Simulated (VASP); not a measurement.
Calculation: r2SCAN meta-GGA, VASP's PBE PAW potentials (set 64) (plane waves; VASP).

Input for VASP

### INCAR
```
LMIXTAU=.True.
LVHAR=.True.
LMAXMIX=4
EDIFF=1E-6
NELMIN=4
LDIPOL=.True.
DIPOL=0.5 0.5 0.5
PREC=Normal
LORBIT=11   ! lm-projected
LASPH=.True.
SIGMA=0.1
LWAVE=.False.
NELM=100
SYSTEM=V(100) slab
ALGO=Normal
IDIPOL=3
ISMEAR=1   ! Methfessel-Paxton
METAGGA=R2SCAN
ENCUT=400   ! plane-wave cut-off (eV)
LREAL=.False.
LCHARG=.False.
```

File POSCAR:
```
V(100) slab
1
    2.9829724434     0.0000000000     0.0000000000
    0.0000000000     2.9829724434     0.0000000000
    0.0000000000     0.0000000000    23.7161076441
V
6
Direct
  0.5000000000   0.0000000000   0.3494374499
  0.0000000000   0.5000000000   0.4045533393
  0.5000000000   0.0000000000   0.4675364617
  0.0000000000   0.5000000000   0.5324635383
  0.5000000000   0.0000000000   0.5954466607
  0.0000000000   0.5000000000   0.6505625501
```

**KPOINTS**
```
Automatic mesh
0
Gamma
9 9 1
0 0 0
```

POTCAR, in this order: V_sv (PBE.64 set). Program: vasp_std. Read from the step before: WAVECAR.

What VASP printed:

File OUTCAR:
```
 ion  position               nearest neighbor table
   1  0.500  0.000  0.349-   2 2.48   2 2.48   2 2.48   2 2.48   3 2.80
   2  0.000  0.500  0.405-   1 2.48   1 2.48   1 2.48   1 2.48   3 2.58   3 2.58   3 2.58   3 2.58
  LATTYP: Found a simple tetragonal cell.
 ALAT       =     2.9829724434
 C/A-ratio  =     7.9504950495
 Subroutine PRICEL returns:
 Original cell was already a primitive cell.
 Subroutine GETGRP returns: Found 16 space group operations
The static configuration has the point symmetry D_2d.
 The point group associated with its full space group is D_4h.
The dynamic configuration has the point symmetry D_2d.
 Subroutine INISYM returns: Found 16 space group operations
 Subroutine IBZKPT returns following result:
 Found     15 irreducible k-points:

 Following reciprocal coordinates:
            Coordinates               Weight
  0.000000  0.000000  0.000000      1.000000
  0.111111  0.000000  0.000000      4.000000
  0.222222  0.000000  0.000000      4.000000
  0.333333  0.000000  0.000000      4.000000
  0.444444  0.000000  0.000000      4.000000
  0.111111  0.111111  0.000000      4.000000
  0.222222  0.111111  0.000000      8.000000
  0.333333  0.111111  0.000000      8.000000
  0.444444  0.111111  0.000000      8.000000
  0.222222  0.222222  0.000000      4.000000
  0.333333  0.222222  0.000000      8.000000
  0.444444  0.222222  0.000000      8.000000
  0.333333  0.333333  0.000000      4.000000
  0.444444  0.333333  0.000000      8.000000
  0.444444  0.444444  0.000000      4.000000
   k-points           NKPTS =     15   k-points in BZ     NKDIM =     15   number of bands    NBANDS=     46
   number of dos      NEDOS =    301   number of ions     NIONS =      6
   total plane-waves  NPLWV =  30720
   dimension x,y,z NGX =    16 NGY =   16 NGZ =  120
   dimension x,y,z NGXF=    32 NGYF=   32 NGZF=  240
   ions per type =               6
   PREC   = normal    normal or accurate (medium, high low for compatibility)
...
```

### OSZICAR
```
       N       E                     dE             d eps       ncg     rms          rms(c)
DAV:   1    -0.819782512491E+02   -0.81978E+02   -0.59330E-02  1778   0.142E+00    0.122E+00
DAV:   2    -0.827121516642E+02   -0.73390E+00   -0.41371E+00  1788   0.125E+01    0.788E+00
DAV:   3    -0.819551681976E+02    0.75698E+00   -0.28606E+00  1804   0.114E+01    0.695E-01
DAV:   4    -0.819610493036E+02   -0.58811E-02   -0.71560E-02  1772   0.153E+00    0.205E-01
DAV:   5    -0.819611893171E+02   -0.14001E-03   -0.41936E-03  1818   0.402E-01    0.899E-02
DAV:   6    -0.819612688502E+02   -0.79533E-04   -0.21357E-04  1652   0.114E-01    0.638E-02
DAV:   7    -0.819613056839E+02   -0.36834E-04   -0.13797E-04  1808   0.823E-02    0.388E-02
DAV:   8    -0.819613038726E+02    0.18112E-05   -0.36206E-05  1766   0.517E-02    0.186E-02
DAV:   9    -0.819613052395E+02   -0.13669E-05   -0.20653E-05  1580   0.413E-02    0.137E-02
DAV:  10    -0.819612778237E+02    0.27416E-04   -0.20518E-05  1464   0.396E-02    0.638E-03
DAV:  11    -0.819613143219E+02   -0.36498E-04   -0.19181E-05  1440   0.392E-02    0.206E-03
DAV:  12    -0.819612908971E+02    0.23425E-04   -0.18266E-05  1434   0.416E-02    0.109E-03
DAV:  13    -0.819612957199E+02   -0.48228E-05   -0.82428E-07   966   0.636E-03    0.890E-04
DAV:  14    -0.819613078770E+02   -0.12157E-04   -0.56558E-06  1410   0.233E-02    0.113E-03
DAV:  15    -0.819613004967E+02    0.73803E-05   -0.41129E-06  1274   0.171E-02    0.581E-04
DAV:  16    -0.819613017294E+02   -0.12327E-05   -0.32357E-06  1002   0.134E-02    0.542E-04
DAV:  17    -0.819612990618E+02    0.26676E-05   -0.38900E-06  1006   0.127E-02    0.500E-04
DAV:  18    -0.819612977322E+02    0.13296E-05   -0.42744E-06  1006   0.131E-02    0.259E-04
DAV:  19    -0.819612995798E+02   -0.18476E-05   -0.10198E-06   882   0.864E-03    0.160E-04
DAV:  20    -0.819613011140E+02   -0.15342E-05   -0.30412E-06  1006   0.128E-02    0.254E-04
DAV:  21    -0.819612981396E+02    0.29744E-05   -0.29481E-06  1006   0.128E-02    0.213E-04
DAV:  22    -0.819612994974E+02   -0.13578E-05   -0.59531E-07   834   0.709E-03    0.175E-04
DAV:  23    -0.819613003808E+02   -0.88343E-06   -0.10513E-06   902   0.868E-03
   1 F= -.81961300E+02 E0= -.81959979E+02  d E =-.396350E-02
```

### OUTCAR
```
------------------------ aborting loop because EDIFF is reached ----------------------------------------
  FORCE on cell =-STRESS in cart. coord.  units (eV):
  Direction    XX          YY          ZZ          XY          YZ          ZX
  --------------------------------------------------------------------------------------
  Total       -2.4736306     -2.4736306     -0.8916233      0.0000000      0.0000000      0.0000000
  in kB      -18.7803435    -18.7803435     -6.7693990      0.0000000      0.0000000      0.0000000
  external PRESSURE =     -14.7766954 kB  Pullay stress =       0.0000000 kB
  volume of cell :      211.03
      direct lattice vectors                 reciprocal lattice vectors
     2.982972443  0.000000000  0.000000000     0.335236084  0.000000000  0.000000000
     0.000000000  2.982972443  0.000000000     0.000000000  0.335236084  0.000000000
     0.000000000  0.000000000 23.716107644     0.000000000  0.000000000  0.042165435
 POSITION                                       TOTAL-FORCE (eV/Angst)
 -----------------------------------------------------------------------------------
      1.49149      0.00000      8.28730        -0.000000     -0.000000      0.028843
      0.00000      1.49149      9.59443         0.000000     -0.000000     -0.009448
      1.49149      0.00000     11.08815        -0.000000      0.000000     -0.021838
      0.00000      1.49149     12.62796         0.000000      0.000000      0.021838
      1.49149      0.00000     14.12168        -0.000000      0.000000      0.009448
      0.00000      1.49149     15.42881        -0.000000      0.000000     -0.028843
 -----------------------------------------------------------------------------------
    total drift:                                0.000000      0.000000     -0.000000
  FREE ENERGIE OF THE ION-ELECTRON SYSTEM (eV)
  ---------------------------------------------------
  free  energy   TOTEN  =       -81.9613003808 eV

  energy  without entropy=      -81.9573368826  energy(sigma->0) =      -81.95997921

 total charge

# of ion       s       p       d       tot
------------------------------------------
    1        2.342   6.146   3.045  11.533
    2        2.358   6.249   3.134  11.741
    3        2.336   6.256   3.021  11.613
    4        2.336   6.256   3.021  11.613
    5        2.358   6.249   3.134  11.741
    6        2.342   6.146   3.045  11.533
--------------------------------------------------
tot         14.072  37.301  18.399  69.773
```
(Selected blocks of OUTCAR.)

The cell is a thin slab with vacuum, built from V (bcc): (100) face. The run is not spin-polarised, so no magnetic state was tried.
